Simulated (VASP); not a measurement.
Nb (relaxed from the omega structure, space group P6/mmm): computed properties

These are PBEsol GGA, VASP's PBE PAW potentials (set 64) (plane waves; VASP 6.6.1) values and carry that method's errors.

For Nb, the space group is P6/mmm (191). The cell is a = 4.816 Å, b = 4.816 Å, c = 2.646 Å, α = 90.00°, β = 90.00°, γ = 120.00° and the volume per atom is 17.72 Å³/atom. The band gap (over mesh and band path) is none (metal, semimetal or under 0.01 eV). The density is 8.71 g/cm³.

Nb is taken in the hexagonal space group P6/mmm (No. 191), Pearson symbol hP3. Conventional cell: a = 4.816 Å, b = 4.816 Å, c = 2.646 Å, α = 90.00°, β = 90.00°, γ = 120.00°. Nb1 on 1a has 2 Nb at 2.646 Å and 12 Nb at 3.079 Å. Nb2 on 2d has 17 Nb at 2.646–3.839 Å. (Neighbours: up to the widest gap in distance over summed covalent radii, below 1.35, at either atom.)

The structure was generated: Nb was put into the omega type (P6/mmm), which need not be its known phase. It was relaxed first. Symmetry was kept, so distortions that lower it aren't found.
